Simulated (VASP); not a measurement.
VASP input:

**KPOINTS**
```
Automatic mesh
0
Gamma
5 5 5
0 0 0
```

File POSCAR:
```
CaSe
1
    0.0000000000     2.9574680000     2.9574680000
    2.9574680000     0.0000000000     2.9574680000
    2.9574680000     2.9574680000     0.0000000000
Ca Se
1 1
Direct
  0.0000000000   0.0000000000   0.0000000000
  0.5000000000   0.5000000000   0.5000000000
```

### INCAR
```
! general
SYSTEM   = CaSe
PREC     = Accurate
ENCUT    = 345   ! plane-wave cut-off (eV)
LREAL    = F   ! projection in real space or not
LASPH    = T   ! aspherical one-centre terms
ISYM     = 3

! electronic loop
EDIFF    = 1E-6   ! SCF stop (eV)
NELM     = 100   ! most electronic steps
ALGO     = Normal
LMAXMIX  = 4   ! l cut-off of mixed one-centre charges

! smearing
ISMEAR   = 0   ! Gaussian
SIGMA    = 0.01

! functional
GGA      = PE
LHFCALC  = T
AEXX     = 0.25
HFSCREEN = 0.2
PRECFOCK = Fast

! ions
ISIF     = 2

! output
LWAVE    = F
LCHARG   = F
```

POTCAR, in this order: Ca_sv Se (PBE.64 set). Program: vasp_std.

Task: Write an equivalent input for Ansatz.

Result: One equivalent input (not run):
Ansatz 0.2 input:
```yaml
crystal:
  lattice:
    - [0.0000000, 2.9574680, 2.9574680]
    - [2.9574680, 0.0000000, 2.9574680]
    - [2.9574680, 2.9574680, 0.0000000]
  atoms:
    - { symbol: Ca, position: [0.0000000, 0.0000000, 0.0000000] }
    - { symbol: Se, position: [0.5000000, 0.5000000, 0.5000000] }
kpoints:
  mp_grid: { grid: [5, 5, 5] }
hamiltonian:
  xc: hse06
  pseudopotentials: { kind: paw }
scf:
  occupations: { method: gaussian, width: 0.01 }
  max_iter: 100
output: { forces: true, stress: true, eigenvalues: true }
```
What does not carry over: each code has its own PAW files, so the cut-off isn't converted (ENCUT is set for VASP's; basis.ecutwfc is left out, and Ansatz then takes the one that its files recommend); Ansatz stops its SCF on the density residual and VASP on the energy change (EDIFF); Ansatz's hse06 screens at 0.11 per bohr (0.208 per Å), slightly more than HFSCREEN = 0.2.

The structure comes from a computed database's CaSe entry; how it stands against other phases isn't given here. The cell was not relaxed at this level. The run is one of a series of settings (ENCUT = 345 against the base run), some of them coarse on purpose.
